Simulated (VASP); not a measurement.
An input for Ansatz (written as the equivalent of a VASP run, and not itself run):

Ansatz 0.2 input:
```yaml
crystal:
  lattice:
    - [1.5616700, -2.7048915, 0.0000000]
    - [1.5616700, 2.7048915, 0.0000000]
    - [0.0000000, 0.0000000, 12.0269431]
  atoms:
    - { symbol: Mo, position: [0.3333330, 0.6666670, 0.2500000] }
    - { symbol: Mo, position: [0.6666670, 0.3333330, 0.7500000] }
    - { symbol: S, position: [0.3333330, 0.6666670, 0.8792826] }
    - { symbol: S, position: [0.6666670, 0.3333330, 0.3792826] }
    - { symbol: S, position: [0.6666670, 0.3333330, 0.1207174] }
    - { symbol: S, position: [0.3333330, 0.6666670, 0.6207174] }
kpoints:
  mp_grid: { grid: [8, 8, 2] }
hamiltonian:
  xc: lda
  pseudopotentials: { kind: paw }
scf:
  occupations: { method: gaussian, width: 0.05 }
  max_iter: 100
relax:
  max_steps: 40
  f_tol: 0.02
  cell: {}
output: { forces: true, stress: true, eigenvalues: true }
```

Q: Translate this input to VASP (INCAR, KPOINTS, POSCAR, choice of POTCAR).

A: This is not unique; one that fits is 
POSCAR:
```
MoS2
1
    1.5616699647    -2.7048914573     0.0000000000
    1.5616699647     2.7048914573    -0.0000000000
   -0.0000000000     0.0000000000    12.0269430508
Mo S
2 4
Direct
  0.3333330000   0.6666670000   0.2500000000
  0.6666670000   0.3333330000   0.7500000000
  0.3333330000   0.6666670000   0.8792826231
  0.6666670000   0.3333330000   0.3792826231
  0.6666670000   0.3333330000   0.1207173769
  0.3333330000   0.6666670000   0.6207173769
```

**INCAR**
```
LWAVE  =  F
SYSTEM  =  MoS2
SIGMA  =  0.05   ! width (eV)
PREC  =  Accurate
EDIFF  =  1E-6   ! SCF stop (eV)
LMAXMIX  =  4   ! l cut-off of mixed one-centre charges
LCHARG  =  F
ISIF  =  3
IBRION  =  2   ! conjugate gradients
ENCUT  =  500
ALGO  =  Normal   ! blocked Davidson
NELM  =  100   ! most electronic steps
ISMEAR  =  0
LREAL  =  F
EDIFFG  =  -0.02
LASPH  =  T   ! aspherical one-centre terms
NSW  =  40   ! most ionic steps
```

File KPOINTS:
```
kpoints
0
Gamma
8 8 2
0 0 0
```

POTCAR, in this order: Mo_sv S (LDA.64 set). Program: vasp_std.

What does not carry over: each code has its own PAW files, so the cut-off isn't converted (ENCUT is set for VASP's; basis.ecutwfc is left out, and Ansatz then takes the one that its files recommend); Ansatz stops its SCF on the density residual and VASP on the energy change (EDIFF); Ansatz's lda is the Perdew-Wang form, while the LDA potentials of VASP carry Perdew-Zunger's.

The compound is MoS2 in the 2H layered structure. It was relaxed first.
